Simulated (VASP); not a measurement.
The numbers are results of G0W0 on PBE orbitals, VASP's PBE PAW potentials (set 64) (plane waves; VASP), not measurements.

VASP ran on this input.

### KPOINTS
```
kpoints
0
G
 4 4 4
```

### INCAR
```
# general
SYSTEM     =ZnSe
PREC       =Normal
ENCUT      =500
LREAL      =.FALSE.   # projection in real space or not
LASPH      =.TRUE.   # aspherical one-centre terms
NBANDS     =88

# electronic loop
ALGO       =EVGW0

# smearing
ISMEAR     =0   # Gaussian
SIGMA      =0.01   # width (eV)

# functional
GGA        =PE   # PBE

# output
LWAVE      =.FALSE.
LCHARG     =.FALSE.

# other
NELMGW     =1
NOMEGA     =64
ENCUTGW    =170
NBANDSGW   =21
LSPECTRALGW=.TRUE.
```

File POSCAR:
```
ZnSe
4.0056820
  0.0000000000   0.7071068048   0.7071068048
  0.7071068048   0.0000000000   0.7071068048
  0.7071068048   0.7071068048   0.0000000000
Zn Se
1 1
Cartesian
  0.0000000000   0.0000000000   0.0000000000
  1.0606602072   1.0606602072   1.0606602072
```

POTCAR, in this order: Zn_sv_GW Se_GW (PBE.64 set). Program: vasp_std. Read from the step before: WAVECAR, WAVEDER.

What will the output report for the number of irreducible k-points (NKPTS), largest plane-wave count, number of space-group operations, FFT grid (NGX, NGY, NGZ)?

| Quantity | Value |
|---|---|
| number of irreducible k-points (NKPTS) | 8 |
| largest plane-wave count | 1174 |
| number of space-group operations | 24 |
| FFT grid (NGX, NGY, NGZ) | 24 × 24 × 24 |

The structure comes from a computed database's ZnSe entry (F-43m); how it stands against other phases isn't given here. The cell was not relaxed at this level. The k-mesh is coarse (spacing up to 0.48 per Å, 2π included), so the numbers may not be converged in it.
